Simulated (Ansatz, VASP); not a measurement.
# AlN (4H polytype (invented)) in two plane-wave programs, part 2 of 2

Aim: how closely do two programs agree when they are given the same cell, functional and k mesh? The cell is taken from a series of runs on this material, whose earlier steps may have relaxed, scaled, displaced or heated it; both programs get it as it stands.

VASP 6.6.1 and Ansatz 0.2.0.

So far: Starting point; Ansatz: relaxation of cell and atoms, r2SCAN.

### 3. VASP: relaxation of cell and atoms, r2SCAN

Level of this step: r2SCAN; plane waves and PAW (Al, N) (VASP).

The same cell, functional and mesh now go to VASP, with its own data sets.

Lines of VASP's logs that name or quote its potential files are left out, and so is its time.

The input, INCAR:

```
SYSTEM = AlN
PREC = Accurate
ENCUT = 660
EDIFF = 1E-07
NELM = 120
ISMEAR = 0
SIGMA = 0.01
LREAL = .FALSE.
ALGO = Normal
METAGGA = R2SCAN
LASPH = .TRUE.
NBANDS = 24
LORBIT = 11
LWAVE = .FALSE.
LCHARG = .FALSE.
ISIF = 3
IBRION = 2
NSW = 80
EDIFFG = -0.005
GGA_COMPAT = .FALSE.
NELMIN = 4
EFERMI = MIDGAP
LMIXTAU = .TRUE.
KPAR = 2
```

The input, POSCAR:

```
AlN
1.0
    3.0969210000      0.0000000000      0.0000000000
   -1.5484600000      2.6820120000      0.0000000000
    0.0000000000      0.0000000000     10.0330570000
Al N
4 4
Direct
    0.6666665590      0.3333334409      0.9998360171
    0.9999998923      0.0000001076      0.2487333870
    0.3333332256      0.6666667743      0.4998360171
    0.9999998923      0.0000001076      0.7487333870
    0.6666665590      0.3333334409      0.1882189297
    0.9999998923      0.0000001076      0.4382116288
    0.3333332256      0.6666667743      0.6882189297
    0.9999998923      0.0000001076      0.9382116288
```

The input, KPOINTS:

```
Automatic mesh
0
Gamma
9 9 2
0 0 0
```

Potentials, in the order of the species: Al and N (PBE family, release 64).

Run with:

```
$ mpirun -np 2 vasp_std
```

Numbers of over 12 decimals in the logs are rounded to 6 here.

What it wrote:

```text
[banner, memory and clock lines left out]
running    2 mpi-ranks, on    1 nodes
 distrk:  each k-point on    1 cores,    2 groups
 distr:  one band on    1 cores,    1 groups

 POSCAR found type information on POSCAR AlN
 POSCAR found :  2 types and       8 ions
|                                                                             |
|               ----> ADVICE to this user running VASP <----                  |
|                                                                             |
|     You enforced a specific xc type in the INCAR file but a different       |
|     [... a line on the potential file left out ...]
|     I HOPE YOU KNOW WHAT YOU ARE DOING!                                     |
|                                                                             |

 LDA part: xc-table for (None), standard interpolation
 POSCAR, INCAR and KPOINTS ok, starting setup
 FFT: planning ... GRIDC
 FFT: planning ... GRID_SOFT
 FFT: planning ... GRID
 WAVECAR not read
 entering main loop
       N       E                     dE             d eps       ncg     rms          rms(c)
DAV:   1     0.114108079754E+03    0.11411E+03   -0.17538E+04  1152   0.150E+03
DAV:   2    -0.824815033809E+02   -0.19659E+03   -0.18381E+03  1536   0.298E+02
DAV:   3    -0.940131129449E+02   -0.11532E+02   -0.11471E+02  1536   0.754E+01
DAV:   4    -0.941384074560E+02   -0.12529E+00   -0.12524E+00  1416   0.922E+00
DAV:   5    -0.941403225732E+02   -0.19151E-02   -0.19150E-02  1544   0.110E+00    0.178E+01
DAV:   6    -0.797238307457E+02    0.14416E+02   -0.29603E+01  1448   0.313E+01    0.777E+00
DAV:   7    -0.768224226053E+02    0.29014E+01   -0.18001E+00  1344   0.107E+01    0.454E+00
DAV:   8    -0.797288872128E+02   -0.29065E+01   -0.97232E-01  1200   0.950E+00    0.259E+00
DAV:   9    -0.759641046539E+02    0.37648E+01   -0.10530E+00  1152   0.870E+00    0.798E-01
DAV:  10    -0.767014652127E+02   -0.73736E+00   -0.37055E-01  1184   0.445E+00    0.620E-01
DAV:  11    -0.767056362418E+02   -0.41710E-02   -0.85039E-03  1520   0.608E-01    0.780E-01
DAV:  12    -0.766185474632E+02    0.87089E-01   -0.15189E-02  1240   0.997E-01    0.892E-01
DAV:  13    -0.767743632481E+02   -0.15582E+00   -0.80064E-02  1152   0.239E+00    0.817E-01
DAV:  14    -0.768047204070E+02   -0.30357E-01   -0.11574E-02  1296   0.976E-01    0.708E-01
[...]
DAV:  24    -0.768066071816E+02    0.25713E-04   -0.22355E-05  1480   0.338E-02    0.538E-02
DAV:  25    -0.768066189426E+02   -0.11761E-04   -0.13687E-05  1264   0.282E-02    0.152E-02
DAV:  26    -0.768066129070E+02    0.60355E-05   -0.42652E-06  1528   0.155E-02    0.431E-03
DAV:  27    -0.768066158585E+02   -0.29515E-05   -0.67619E-07  1200   0.954E-03    0.215E-03
DAV:  28    -0.768066109319E+02    0.49266E-05   -0.23587E-07  1016   0.446E-03    0.104E-03
DAV:  29    -0.768066115259E+02   -0.59395E-06   -0.41151E-08   704   0.234E-03    0.112E-03
DAV:  30    -0.768066119962E+02   -0.47031E-06   -0.59901E-09   648   0.661E-04    0.635E-04
DAV:  31    -0.768066119067E+02    0.89471E-07   -0.20903E-09   640   0.517E-04
   1 F= -.76806612E+02 E0= -.76806612E+02  d E =-.768066E+02
 curvature:   0.00 expect dE= 0.000E+00 dE for cont linesearch  0.000E+00
 trial: gam= 0.00000 g(F)=  0.301E-05 g(S)=  0.453E-03 ort = 0.000E+00 (trialstep = 0.100E+01)
 search vector abs. value=  0.456E-03
 bond charge predicted
       N       E                     dE             d eps       ncg     rms          rms(c)
DAV:   1    -0.768072786925E+02   -0.66670E-03   -0.15153E-02  1432   0.866E-01    0.174E-01
DAV:   2    -0.768065310335E+02    0.74766E-03   -0.18851E-03  1416   0.257E-01    0.536E-02
DAV:   3    -0.768063861993E+02    0.14483E-03   -0.19370E-04  1408   0.900E-02    0.190E-02
DAV:   4    -0.768066299652E+02   -0.24377E-03   -0.50555E-05  1176   0.685E-02    0.803E-03
DAV:   5    -0.768064272954E+02    0.20267E-03   -0.14701E-05  1224   0.496E-02    0.289E-03
DAV:   6    -0.768066297590E+02   -0.20246E-03   -0.12356E-05  1208   0.431E-02    0.391E-03
DAV:   7    -0.768065474813E+02    0.82278E-04   -0.17985E-06  1328   0.164E-02    0.988E-04
DAV:   8    -0.768065571768E+02   -0.96955E-05   -0.13120E-07   976   0.404E-03    0.400E-04
DAV:   9    -0.768065494286E+02    0.77482E-05   -0.20911E-08   776   0.138E-03    0.135E-04
DAV:  10    -0.768065521927E+02   -0.27641E-05   -0.45596E-09   688   0.676E-04    0.524E-05
DAV:  11    -0.768065518403E+02    0.35236E-06   -0.11430E-09   664   0.274E-04    0.166E-05
DAV:  12    -0.768065521661E+02   -0.32579E-06   -0.26393E-10   616   0.163E-04    0.166E-05
DAV:  13    -0.768065521723E+02   -0.61805E-08   -0.30011E-11   600   0.618E-05
   2 F= -.76806552E+02 E0= -.76806552E+02  d E =0.597344E-04
 trial-energy change:    0.000060  1 .order   -0.000000   -0.000456    0.000456
 step:   0.4051(harm=  0.5004)  dis= 0.00007  next Energy=   -76.806700 (dE=-0.884E-04)
 bond charge predicted
       N       E                     dE             d eps       ncg     rms          rms(c)
DAV:   1    -0.768068981010E+02   -0.34593E-03   -0.53583E-03  1424   0.514E-01    0.103E-01
DAV:   2    -0.768066407299E+02    0.25737E-03   -0.66890E-04  1416   0.153E-01    0.317E-02
DAV:   3    -0.768066956002E+02   -0.54870E-04   -0.68143E-05  1424   0.534E-02    0.113E-02
DAV:   4    -0.768066432226E+02    0.52378E-04   -0.17908E-05  1184   0.410E-02    0.474E-03
DAV:   5    -0.768067632097E+02   -0.11999E-03   -0.52044E-06  1224   0.295E-02    0.169E-03
DAV:   6    -0.768066481962E+02    0.11501E-03   -0.43442E-06  1224   0.255E-02    0.230E-03
DAV:   7    -0.768067006134E+02   -0.52417E-04   -0.62836E-07  1312   0.969E-03    0.588E-04
DAV:   8    -0.768066950578E+02    0.55556E-05   -0.47270E-08   944   0.242E-03    0.235E-04
DAV:   9    -0.768066997031E+02   -0.46453E-05   -0.74592E-09   648   0.820E-04    0.763E-05
DAV:  10    -0.768066980983E+02    0.16048E-05   -0.15694E-09   624   0.398E-04    0.301E-05
DAV:  11    -0.768066983067E+02   -0.20849E-06   -0.38863E-10   600   0.160E-04    0.983E-06
DAV:  12    -0.768066981399E+02    0.16680E-06   -0.88346E-11   600   0.926E-05    0.968E-06
DAV:  13    -0.768066981287E+02    0.11293E-07   -0.15148E-11   600   0.370E-05
   3 F= -.76806698E+02 E0= -.76806698E+02  d E =-.862220E-04
 curvature:  -0.24 expect dE=-0.407E-05 dE for cont linesearch -0.406E-05
 trial: gam=-0.15501 g(F)=  0.295E-06 g(S)=  0.166E-04 ort = 0.876E-04 (trialstep = 0.881E+00)
 search vector abs. value=  0.689E-06
 reached required accuracy - stopping structural energy minimisation
```

OUTCAR, selected parts (step 3):

```text
ion  position               nearest neighbor table
   1  0.667  0.333  1.000-   5 1.89   8 1.89   8 1.89   8 1.89   2 3.07   2 3.07   2 3.07   4 3.09
                             4 3.09   4 3.09
   2  1.000  0.000  0.249-   5 1.89   5 1.89   5 1.89   6 1.90   1 3.07   1 3.07   1 3.07   3 3.09
                             3 3.09   3 3.09
   3  0.333  0.667  0.500-   7 1.89   6 1.89   6 1.89   6 1.89   4 3.07   4 3.07   4 3.07   2 3.09
                             2 3.09   2 3.09
   4  1.000  0.000  0.749-   7 1.89   7 1.89   7 1.89   8 1.90   3 3.07   3 3.07   3 3.07   1 3.09
                             1 3.09   1 3.09
   5  0.667  0.333  0.188-   2 1.89   2 1.89   2 1.89   1 1.89
   6  1.000  0.000  0.438-   3 1.89   3 1.89   3 1.89   2 1.90
   7  0.333  0.667  0.688-   4 1.89   4 1.89   4 1.89   3 1.89
   8  1.000  0.000  0.938-   1 1.89   1 1.89   1 1.89   4 1.90

  LATTYP: Found a hexagonal cell.
 ALAT       =     3.0969210000
 C/A-ratio  =     3.2396877415

 Subroutine GETGRP returns: Found 12 space group operations
 (whereof  6 operations were pure point group operations)

The static configuration has the point symmetry C_3v.
 The point group associated with its full space group is C_6v.

 Found     24 irreducible k-points:

   k-points           NKPTS =     24   k-points in BZ     NKDIM =     24   number of bands    NBANDS=     24

   dimension x,y,z NGX =    28 NGY =   28 NGZ =   84
   dimension x,y,z NGXF=    56 NGYF=   56 NGZF=  168

   ENCUT  =  660.0 eV  48.51 Ry    6.96 a.u.   6.49  6.49 21.02*2*pi/ulx,y,z

   NELECT =      32.0000    total number of electrons

 k-points in reciprocal lattice and weights: Automatic mesh
   0.00000000  0.00000000  0.00000000       0.006
   0.11111111  0.00000000  0.00000000       0.037
   0.22222222 -0.00000000  0.00000000       0.037
   0.33333333  0.00000000  0.00000000       0.037
   0.44444444 -0.00000000  0.00000000       0.037
   0.11111111  0.11111111  0.00000000       0.037
   0.22222222  0.11111111  0.00000000       0.074
   0.33333333  0.11111111  0.00000000       0.074
   0.44444444  0.11111111  0.00000000       0.037
[...]
0.33333333  0.22222222  0.50000000       0.074
   0.33333333  0.33333333  0.50000000       0.012

 average (electrostatic) potential at core
       1 -74.5169       2 -74.5088       3 -74.5169       4 -74.5088       5 -62.7100
       6 -62.7788       7 -62.7100       8 -62.7788

 E-fermi :   8.1950

 k-point     1 :       0.0000    0.0000    0.0000
  band No.  band energies     occupation
    ...
     12       5.4391      2.00000
     13       5.4391      2.00000
     14       5.7001      2.00000
     15       5.7001      2.00000
     16       5.7979      2.00000
     17      10.7093      0.00000
     18      12.9162      0.00000
     19      13.1933      0.00000
     20      13.6996      0.00000
     21      16.9649      0.00000
    ...

 k-point     2 :       0.1111    0.0000    0.0000
  band No.  band energies     occupation
    ...
     12       5.1269      2.00000
     13       5.2556      2.00000
     14       5.3043      2.00000
     15       5.6775      2.00000
     16       5.7360      2.00000
     17      11.4107      0.00000
     18      13.2153      0.00000
     19      13.5111      0.00000
     20      14.3101      0.00000
     21      15.8378      0.00000
    ...

 k-point     3 :       0.2222   -0.0000    0.0000
  band No.  band energies     occupation
    ...
     12       4.4931      2.00000
     13       4.9647      2.00000
     14       4.9969      2.00000
     15       5.5315      2.00000
     16       5.5464      2.00000
     17      12.5755      0.00000
     18      12.8107      0.00000
     19      13.1685      0.00000
     20      14.7737      0.00000
     21      15.3027      0.00000
    ...

  Total       -0.0301828     -0.0301828     -0.0304969     -0.0000000      0.0000000      0.0000000
  in kB       -0.5809656     -0.5809655     -0.5870107     -0.0000001      0.0000000      0.0000000
  external PRESSURE =      -0.5829806 kB  Pullay stress =       0.0000000 kB

  energy-cutoff  :      660.00
  volume of cell :       83.24
      direct lattice vectors                 reciprocal lattice vectors
     3.095741385 -0.000000000  0.000000000     0.323024399  0.186498181  0.000000000
    -1.547870193  2.680990424 -0.000000000     0.000000000  0.372996483  0.000000000
    -0.000000000  0.000000000 10.029062322    -0.000000000 -0.000000000  0.099710219

 POSITION                                       TOTAL-FORCE (eV/Angst)
 -----------------------------------------------------------------------------------
      1.54787      0.89366     10.02749        -0.000000      0.000000      0.001031
      3.09574      0.00000      2.49460         0.000000     -0.000000      0.000507
     -0.00000      1.78733      5.01296         0.000000     -0.000000      0.001031
      3.09574      0.00000      7.50913         0.000000      0.000000      0.000507
      1.54787      0.89366      1.88762         0.000000      0.000000     -0.000241
      3.09574      0.00000      4.39479        -0.000000      0.000000     -0.001298
     -0.00000      1.78733      6.90215        -0.000000      0.000000     -0.000241
      3.09574      0.00000      9.40932         0.000000     -0.000000     -0.001298
 -----------------------------------------------------------------------------------
    total drift:                                0.001060     -0.000612      0.044765

  FREE ENERGIE OF THE ION-ELECTRON SYSTEM (eV)
  ---------------------------------------------------
  free  energy   TOTEN  =       -76.8066981287 eV

  energy  without entropy=      -76.8066981287  energy(sigma->0) =      -76.80669813

 reached required accuracy - stopping structural energy minimisation

 total charge
# of ion       s       p       d       tot
------------------------------------------
    1        0.369   0.455   0.000   0.824
    2        0.368   0.451   0.000   0.818
    3        0.369   0.455   0.000   0.824
    4        0.368   0.451   0.000   0.818
    5        1.227   2.670   0.000   3.897
    6        1.228   2.661   0.000   3.889
    7        1.227   2.670   0.000   3.897
    8        1.228   2.661   0.000   3.889
--------------------------------------------------
tot          6.384  12.472   0.000  18.856

[... 3 further parts left out ...]
```

CONTCAR:

```
AlN
   1.00000000000000
     3.0957413850601072   -0.0000000002199123    0.0000000000000000
    -1.5478701929109528    2.6809904239018709   -0.0000000000000000
    -0.0000000000000000    0.0000000000000000   10.0290623215487393
  Al              N
     4     4
Direct
     0.6666665589999994    0.3333334408999988    0.9998431570863427
     0.9999998922999964    0.0000001076000018    0.2487366255400400
     0.3333332256000006    0.6666667742999977    0.4998431570863428
     0.9999998922999964    0.0000001076000018    0.7487366255400401
     0.6666665589999994    0.3333334408999988    0.1882149350497706
     0.9999998922999964    0.0000001076000018    0.4382052449238470
     0.3333332256000006    0.6666667742999977    0.6882149350497706
     0.9999998922999964    0.0000001076000018    0.9382052449238470
```

The run keeps the 12 symmetry operations of its start, so it cannot find a distortion of lower symmetry.

### 4. Side by side

Known differences besides the potentials themselves: VASP keeps PBE cores, Ansatz makes them for the functional; fixed occupations in Ansatz, narrow Gaussian smearing in VASP; the cutoff is 600 eV in Ansatz and 660 eV in VASP; Ansatz adds a Pulay correction to the stress that steers its cell, VASP none. Total energies have different zeros and are not compared.

Both answers:

```tsv
quantity	Ansatz	VASP	difference
volume (Å³)	83.33	83.24	+0.12 %
edge a after relaxation, in the typed setting (Å)	3.097	3.096	+0.04 %
edge c after relaxation, in the typed setting (Å)	10.033	10.029	+0.04 %
```

### 5. Results

| Quantity | Value |
| --- | --- |
| difference in volume (relaxation of cell and atoms, r2SCAN) | 0.12 % |

The difference in volume is 0.12 % (relaxation of cell and atoms, r2SCAN), within the 1.2 % picked in this series as the mark of a large difference, as far as the stopping tolerances let one tell. How closely two codes agree says nothing of how well the functional describes the real material.

[Lines on the potential files, build, host, timing and source positions are cut from VASP's logs without a mark.]

[Logs are printed without paths, hosts, clocks, repeated set-up lines and the standing remarks that a program may print on its own settings, such as how far it seeks lower states.]

[Hosts, paths, dates, database ids (printed as entryN), source tags and the programs' standing remarks are cut or masked in the printed files.]
